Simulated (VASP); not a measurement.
Given:

```xyz
4
Lattice="1.6273 -2.8186 0.0000 1.6273 2.8186 0.0000 0.0000 0.0000 5.2155" Properties=species:S:1:pos:R:3 pbc="T T T"
Al     1.6273    -0.9395     2.6105
Al     1.6273     0.9395     0.0028
N      1.6273    -0.9395     4.5973
N      1.6273     0.9395     1.9896
```

Calculation: PBE GGA, VASP's PBE PAW potentials (set 64) (plane waves; VASP). Numerical set-up: 600 eV cut-off, 10×10×6 Γ-centred mesh, Gaussian smearing of 0.050 eV, potentials Al N.

Task: Give the stress tensor in GPa (positive for a compressed cell).

Result: 
```
-18.76    0.00    0.00
  0.00  -18.76    0.00
  0.00    0.00  -17.28
```
The pressure is its mean diagonal, -18.27 GPa.

The compound is AlN in the wurtzite structure. This cell was strained or had an atom moved on purpose. Symmetry was kept, so distortions that lower it aren't found.
